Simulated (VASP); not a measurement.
A convergence study with VASP on TiAl (L1_0): one setting is varied, all else stays as given below, so the limit is that of these other settings.

```yaml
crystal:
  lattice:
    - [2.83000, 0.00000, 0.00000]
    - [0.00000, 2.83000, 0.00000]
    - [0.00000, 0.00000, 4.07000]
  atoms:
    - { symbol: Ti, position: [0.00000, 0.00000, 0.00000] }
    - { symbol: Al, position: [0.50000, 0.50000, 0.50000] }
```

Computed with PBE GGA, VASP's PBE PAW potentials (set 64) (plane waves; VASP). The tightest run used: 550 eV cut-off, 22×22×16 Γ-centred mesh, tetrahedra with Blöchl corrections, potentials Ti_sv Al.

Question: The settings run are 3×3×2 mesh; 4×4×3 mesh; 5×5×4 mesh; 6×6×4 mesh; 7×7×5 mesh; 8×8×6 mesh; 9×9×6 mesh; 10×10×7 mesh; 11×11×8 mesh; 12×12×9 mesh; 13×13×9 mesh; 14×14×10 mesh; 15×15×11 mesh; 16×16×11 mesh; 17×17×12 mesh; 18×18×13 mesh; 19×19×14 mesh; 20×20×14 mesh; 21×21×15 mesh; 22×22×16 mesh. From which on does the stress (every component) stay within 0.5 GPa of the tightest run?

Answer: From 9×9×6 mesh on: it is off by 0.24 there and by no more than 0.5 in any finer run, while 8×8×6 mesh is off by 0.69.
```tsv
setting	E (eV/atom)	pressure (GPa)	irreducible k-points	difference judged (GPa)
3×3×2 mesh	-6.2622	-2.82	6	3.77
4×4×3 mesh	-6.1481	-0.13	12	1.24
5×5×4 mesh	-6.1680	0.00	18	0.68
6×6×4 mesh	-6.1971	-0.21	30	0.39
7×7×5 mesh	-6.1990	-0.46	30	0.43
8×8×6 mesh	-6.1946	-0.45	60	0.69
9×9×6 mesh	-6.1949	-0.44	60	0.24
10×10×7 mesh	-6.1974	-0.45	84	0.08
11×11×8 mesh	-6.1977	-0.47	105	0.15
12×12×9 mesh	-6.1968	-0.48	140	0.13
13×13×9 mesh	-6.1952	-0.48	140	0.09
14×14×10 mesh	-6.1954	-0.46	216	0.14
15×15×11 mesh	-6.1961	-0.49	216	0.06
16×16×11 mesh	-6.1962	-0.50	270	0.03
17×17×12 mesh	-6.1957	-0.50	315	0.07
18×18×13 mesh	-6.1954	-0.48	385	0.03
19×19×14 mesh	-6.1957	-0.49	440	0.07
20×20×14 mesh	-6.1958	-0.50	528	0.01
21×21×15 mesh	-6.1956	-0.50	528	0.03
22×22×16 mesh	-6.1953	-0.49	702	0.00
```

Left out are rungs that failed or repeat a setting and relaxations that didn't move; long series are thinned to 24 rows.

The compound is TiAl in the L1_0 structure. The cell was not relaxed at this level. The electron count is odd and the run is not spin-polarised, which forces a metal.
